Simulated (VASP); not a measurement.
Output of a VASP run:

### OSZICAR
```
       N       E                     dE             d eps       ncg     rms          rms(c)
DAV:   1     0.361353202789E+02    0.36135E+02   -0.72475E+03   128   0.799E+02
DAV:   2    -0.245460357837E+02   -0.60681E+02   -0.59845E+02   142   0.186E+02
DAV:   3    -0.260724846229E+02   -0.15264E+01   -0.15240E+01   148   0.264E+01
DAV:   4    -0.260831200967E+02   -0.10635E-01   -0.10632E-01   124   0.266E+00
DAV:   5    -0.260833065738E+02   -0.18648E-03   -0.18648E-03   142   0.351E-01    0.157E+01
DAV:   6    -0.256417823124E+02    0.44152E+00   -0.11808E+00   124   0.759E+00    0.754E+00
DAV:   7    -0.255278908191E+02    0.11389E+00   -0.11513E-01   112   0.275E+00    0.189E+00
DAV:   8    -0.255179530795E+02    0.99377E-02   -0.13065E-02   136   0.680E-01    0.350E-01
DAV:   9    -0.255173963669E+02    0.55671E-03   -0.90090E-04   136   0.232E-01    0.117E-01
DAV:  10    -0.255173565196E+02    0.39847E-04   -0.10671E-04   136   0.592E-02    0.399E-02
DAV:  11    -0.255173562213E+02    0.29835E-06   -0.13772E-05   130   0.272E-02    0.115E-02
DAV:  12    -0.255173553054E+02    0.91583E-06   -0.14111E-06   112   0.105E-02
   1 F= -.25517355E+02 E0= -.25509609E+02  d E =-.154932E-01
```

**OUTCAR**
```
------------------------ aborting loop because EDIFF is reached ----------------------------------------
  FORCE on cell =-STRESS in cart. coord.  units (eV):
  Direction    XX          YY          ZZ          XY          YZ          ZX
  --------------------------------------------------------------------------------------
  Total        1.0832883      1.0832883     -1.8118594      0.0000000     -0.0000000     -0.0000000
  in kB       27.7705105     27.7705105    -46.4477093      0.0000000     -0.0000000     -0.0000000
  external PRESSURE =       3.0311039 kB  Pullay stress =       0.0000000 kB
  volume of cell :       62.50
      direct lattice vectors                 reciprocal lattice vectors
    -1.917100000  1.917100000  4.251295000     0.000000000  0.260810599  0.117611222
     1.917100000 -1.917100000  4.251295000     0.260810599  0.000000000  0.117611222
     1.917100000  1.917100000 -4.251295000     0.260810599  0.260810599  0.000000000
 POSITION                                       TOTAL-FORCE (eV/Angst)
 -----------------------------------------------------------------------------------
      0.00000      0.00000      0.00000        -0.000000     -0.000000      0.000000
      0.00000      0.00000      4.25129        -0.000000     -0.000000      0.000000
     -0.00000      1.91710      2.12565         0.000000     -0.000000     -0.000000
      1.91710     -0.00000      2.12565        -0.000000      0.000000     -0.000000
 -----------------------------------------------------------------------------------
    total drift:                               -0.000000     -0.000000     -0.000000
  FREE ENERGIE OF THE ION-ELECTRON SYSTEM (eV)
  ---------------------------------------------------
  free  energy   TOTEN  =       -25.5173553054 eV

  energy  without entropy=      -25.5018620960  energy(sigma->0) =      -25.50960870
```
(Selected blocks of OUTCAR.)

### POSCAR
```
TaAl3
1
   -1.9171000000     1.9171000000     4.2512950000
    1.9171000000    -1.9171000000     4.2512950000
    1.9171000000     1.9171000000    -4.2512950000
Ta Al
1 3
Direct
  0.0000000000   0.0000000000   0.0000000000
  0.5000000000   0.5000000000   0.0000000000
  0.7500000000   0.2500000000   0.5000000000
  0.2500000000   0.7500000000   0.5000000000
```

Task: Write an INCAR and KPOINTS that could have produced this output.

Result: One answer among several that fit: the input of the run itself, PBEsol GGA, plane waves, VASP's PBE PAW potentials (set 64).

File KPOINTS:
```
Automatic mesh
0
Gamma
2 2 2
0 0 0
```

### INCAR
```
# general
SYSTEM =TaAl3
PREC   =Accurate
ENCUT  =300
LREAL  =.FALSE.
LASPH  =.TRUE.

# electronic loop
EDIFF  =1E-6
NELM   =100
ALGO   =Normal
LMAXMIX=6

# smearing
ISMEAR =0
SIGMA  =0.1

# functional
GGA    =PS

# ions
ISIF   =2

# output
LWAVE  =.FALSE.
LCHARG =.FALSE.
```

POTCAR, in this order: Ta_pv Al (PBE.64 set). Program: vasp_std.

At this cut-off the stress carries a Pulay error, which pulls relaxed volumes low.

The structure comes from a computed database's TaAl3 entry; how it stands against other phases isn't given here. The cell was not relaxed at this level. The k-mesh is coarse (spacing up to 1.16 per Å, 2π included), so the numbers may not be converged in it. The run is one of a series of settings (KPOINTS 2×2×2 Γ-centred mesh against the base run), some of them coarse on purpose.
